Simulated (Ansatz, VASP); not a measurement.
**Two plane-wave programs on Ta7F**

```xyz
8
Lattice="0.0000 4.0343 4.0343 4.0343 0.0000 4.0343 4.0343 4.0343 0.0000" Properties=species:S:1:pos:R:3 pbc="T T T"
Ta    4.0343    4.0343    4.0343
Ta    2.0172    2.0172    0.0000
Ta    2.0172    4.0343    2.0172
Ta    4.0343    2.0172    2.0172
Ta    2.0172    2.0172    4.0343
Ta    2.0172    0.0000    2.0172
Ta    0.0000    2.0172    2.0172
F     0.0000    0.0000    0.0000
```

Change from the starting cell: species swapped into the LiPd7 type (Fm-3m, No. 225).

Alike in both runs: task single point; functional PBE; k mesh 4 × 4 × 4; occupations gaussian, width 0.1 eV; no spin polarisation.

|  | VASP | Ansatz |
| --- | --- | --- |
| version | VASP 6.6.1 | Ansatz 0.2.0 |
| potentials or method | VASP PAW PBE potentials, release 64 (Ta_pv, F) | scalar-relativistic, plane waves, PAW |
| plane-wave cutoff (eV) | 520 | 420 |
| valence electrons in the cell | 84 | 98 |

|  | VASP | Ansatz | Ansatz less VASP |
| --- | --- | --- | --- |
| gap on the k mesh at the Fermi level (eV) | none | none | - |
| pressure (GPa) | 18.5 | 18.3 | -0.11 |

A gap of «none» marks a metal or a gap that the smearing closes. The two sets of potentials don't hold the same shells in valence.

Caveats: so large a pressure means that the cell lies far from this level's equilibrium, or that cutoff or potentials fall short (VASP). The runs have no spin-orbit coupling, so splittings on Ta are missing.
